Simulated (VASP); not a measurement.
Computed with PBEsol GGA, VASP's PBE PAW potentials (set 64) (plane waves; VASP 6.6.1).

The input files of a VASP run:

**INCAR**
```
SYSTEM = Na
EDIFF = 1E-6
NSW = 40
EDIFFG = -0.02   ! ionic stop
ALGO = Normal   ! blocked Davidson
ISMEAR = 1
PSTRESS = 300   ! kbar
ENCUT = 500
ISIF = 3
IBRION = 2   ! conjugate gradients
GGA = PS   ! PBEsol
PREC = Accurate
LASPH = T   ! aspherical one-centre terms
NELM = 100
LWAVE = F
SIGMA = 0.1
LCHARG = F
LREAL = F   ! projection in real space or not
```

**POSCAR**
```
Na
1.0
 -1.5879480073   1.5879480073   1.5879480073
  1.5879480073  -1.5879480073   1.5879480073
  1.5879480073   1.5879480073  -1.5879480073
Na
1
Cart
  0.0000000000   0.0000000000   0.0000000000
```

### KPOINTS
```
Automatic mesh
0
G
  16 16 16
0 0 0
```

POTCAR, in this order: Na_pv (PBE.64 set). Program: vasp_std.

What VASP printed:

### OUTCAR
```
 ion  position               nearest neighbor table
   1  0.000  0.000  0.000-
  LATTYP: Found a body centered cubic cell.
 ALAT       =     3.1758960146
 Subroutine PRICEL returns:
 Original cell was already a primitive cell.
 Subroutine GETGRP returns: Found 48 space group operations
The static configuration has the point symmetry O_h .
The dynamic configuration has the point symmetry O_h .
 Subroutine INISYM returns: Found 48 space group operations
 Subroutine IBZKPT returns following result:
 Found    145 irreducible k-points:

 Following reciprocal coordinates:
            Coordinates               Weight
  0.000000  0.000000  0.000000      1.000000
  0.062500  0.000000  0.000000     12.000000
  0.125000  0.000000  0.000000     12.000000
  0.187500  0.000000  0.000000     12.000000
  0.250000  0.000000  0.000000     12.000000
  0.312500  0.000000  0.000000     12.000000
  0.375000  0.000000  0.000000     12.000000
  0.437500  0.000000  0.000000     12.000000
  0.500000  0.000000  0.000000      6.000000
  0.062500  0.062500  0.000000     24.000000
  0.125000  0.062500  0.000000     48.000000
  0.187500  0.062500  0.000000     48.000000
  0.250000  0.062500 -0.000000     48.000000
  0.312500  0.062500  0.000000     48.000000
  0.375000  0.062500  0.000000     48.000000
  0.437500  0.062500  0.000000     48.000000
  0.125000  0.125000  0.000000     24.000000
  0.187500  0.125000 -0.000000     48.000000
  0.250000  0.125000  0.000000     48.000000
  0.312500  0.125000  0.000000     48.000000
  0.375000  0.125000  0.000000     48.000000
  0.437500  0.125000  0.000000     24.000000
  0.187500  0.187500  0.000000     24.000000
  0.250000  0.187500  0.000000     48.000000
  0.312500  0.187500  0.000000     48.000000
  0.375000  0.187500  0.000000     48.000000
  0.250000  0.250000  0.000000     24.000000
  0.312500  0.250000  0.000000     48.000000
  0.375000  0.250000 -0.000000     24.000000
  0.312500  0.312500  0.000000     24.000000
  0.062500  0.062500  0.062500      8.000000
  0.125000  0.062500  0.062500     24.000000
  0.187500  0.062500  0.062500     24.000000
  0.250000  0.062500  0.062500     24.000000
  0.312500  0.062500  0.062500     24.000000
  0.375000  0.062500  0.062500     24.000000
  0.437500  0.062500  0.062500     12.000000
 -0.062500  0.062500  0.062500      6.000000
  0.125000  0.125000  0.062500     24.000000
  0.187500  0.125000  0.062500     48.000000
   k-points           NKPTS =    145   k-points in BZ     NKDIM =    145   number of bands    NBANDS=      7
   number of dos      NEDOS =    301   number of ions     NIONS =      1
   total plane-waves  NPLWV =   8000
   dimension x,y,z NGX =    20 NGY =   20 NGZ =   20
   dimension x,y,z NGXF=    40 NGYF=   40 NGZF=   40
   ions per type =               1
   PREC   = accura    normal or accurate (medium, high low for compatibility)
   ISTART =      0    job   : 0-new  1-cont  2-samecut
   ICHARG =      2    charge: 1-file 2-atom 10-const
   ISPIN  =      1    spin polarized calculation?
   LNONCOLLINEAR =      F non collinear calculations
   LSORBIT =      F    spin-orbit coupling
   INIWAV =      1    electr: 0-lowe 1-rand  2-diag
   ENCUT  =  500.0 eV  36.75 Ry    6.06 a.u.   5.01  5.01  5.01*2*pi/ulx,y,z
   NELM   =    100;   NELMIN=  2; NELMDL= -5     # of ELM steps
   EDIFF  = 0.1E-05   stopping-criterion for ELM
   LREAL  =      F    real-space projection
   NLSPLINE    = F    spline interpolate recip. space projectors
   LMAXMIX     =    2 max onsite mixed and CHGCAR
   VOSKOWN=      0    Vosko Wilk Nusair interpolation
...
```

OSZICAR:
```
       N       E                     dE             d eps       ncg     rms          rms(c)
DAV:   1     0.166466955948E+02    0.16647E+02   -0.43441E+03  2030   0.107E+03
DAV:   2    -0.268422533715E+00   -0.16915E+02   -0.16898E+02  2275   0.132E+02
DAV:   3    -0.441869429362E+00   -0.17345E+00   -0.17345E+00  2359   0.185E+01
DAV:   4    -0.442819708214E+00   -0.95028E-03   -0.95028E-03  2618   0.125E+00
DAV:   5    -0.442826159118E+00   -0.64509E-05   -0.64507E-05  2471   0.772E-02    0.608E-01
DAV:   6    -0.433545658594E+00    0.92805E-02   -0.59631E-03  2401   0.166E+00    0.352E-01
DAV:   7    -0.428403740700E+00    0.51419E-02   -0.54875E-03  2898   0.144E+00    0.544E-02
DAV:   8    -0.428261139745E+00    0.14260E-03   -0.37949E-04  2149   0.483E-01    0.305E-03
DAV:   9    -0.428261297729E+00   -0.15798E-06   -0.25433E-06  2093   0.283E-02
   1 F= 0.25707597E+01 E0= 0.25709179E+01  d E =0.257076E+01
       N       E                     dE             d eps       ncg     rms          rms(c)
DAV:   1    -0.414258514601E+00    0.14003E-01   -0.31397E-02  2030   0.428E+00    0.215E-01
DAV:   2    -0.413536858094E+00    0.72166E-03   -0.89803E-04  2072   0.716E-01    0.108E-01
DAV:   3    -0.413309972584E+00    0.22689E-03   -0.39901E-04  2121   0.452E-01    0.118E-02
DAV:   4    -0.413294629451E+00    0.15343E-04   -0.15925E-05  2324   0.101E-01    0.687E-04
DAV:   5    -0.413294506772E+00    0.12268E-06   -0.62937E-08  1050   0.490E-03
   2 F= 0.25708353E+01 E0= 0.25709938E+01  d E =0.756919E-04
       N       E                     dE             d eps       ncg     rms          rms(c)
DAV:   1    -0.424607882662E+00   -0.11313E-01   -0.16548E-02  2030   0.313E+00    0.155E-01
DAV:   2    -0.424238381167E+00    0.36950E-03   -0.46310E-04  2072   0.514E-01    0.776E-02
DAV:   3    -0.424115379280E+00    0.12300E-03   -0.20958E-04  2121   0.327E-01    0.833E-03
DAV:   4    -0.424106477979E+00    0.89013E-05   -0.86214E-06  2205   0.741E-02    0.528E-04
DAV:   5    -0.424106501775E+00   -0.23796E-07   -0.32170E-08  1029   0.312E-03
   3 F= 0.25707573E+01 E0= 0.25709156E+01  d E =-.234611E-05
```

### OUTCAR
```
------------------------ aborting loop because EDIFF is reached ----------------------------------------
  FORCE on cell =-STRESS in cart. coord.  units (eV):
  Direction    XX          YY          ZZ          XY          YZ          ZX
  --------------------------------------------------------------------------------------
  Total        2.9958641      2.9958641      2.9958641     -0.0000000     -0.0000000      0.0000000
  in kB      300.1002036    300.1002036    300.1002036     -0.0000000     -0.0000000      0.0000000
  external PRESSURE =       0.1002036 kB  Pullay stress =     300.0000000 kB
  volume of cell :       15.99
      direct lattice vectors                 reciprocal lattice vectors
    -1.587213948  1.587213948  1.587213948     0.000000000  0.315017393  0.315017393
     1.587213948 -1.587213948  1.587213948     0.315017393  0.000000000  0.315017393
     1.587213948  1.587213948 -1.587213948     0.315017393  0.315017393  0.000000000
 POSITION                                       TOTAL-FORCE (eV/Angst)
 -----------------------------------------------------------------------------------
      0.00000      0.00000      0.00000         0.000000      0.000000      0.000000
 -----------------------------------------------------------------------------------
    total drift:                                0.000000     -0.000000     -0.000000
  FREE ENERGIE OF THE ION-ELECTRON SYSTEM (eV)
  ---------------------------------------------------
  free  energy   TOTEN  =        -0.4241065018 eV

  energy  without entropy=       -0.4236315077  energy(sigma->0) =       -0.42394817
  enthalpy is  TOTEN    =         2.5707573058 eV   P V=        2.9948638075

 reached required accuracy - stopping structural energy minimisation
```
(Selected blocks of OUTCAR.)

CONTCAR:
```
Na
   1.00000000000000
    -1.5872139479624188    1.5872139479624188    1.5872139479624188
     1.5872139479624188   -1.5872139479624188    1.5872139479624188
     1.5872139479624188    1.5872139479624188   -1.5872139479624188
  Na
     1
Direct
     0.0000000000000000    0.0000000000000000    0.0000000000000000
```

The compound is Na in the bcc structure. This run relaxes it under an external pressure of 30 GPa. Symmetry was kept, so distortions that lower it aren't found.
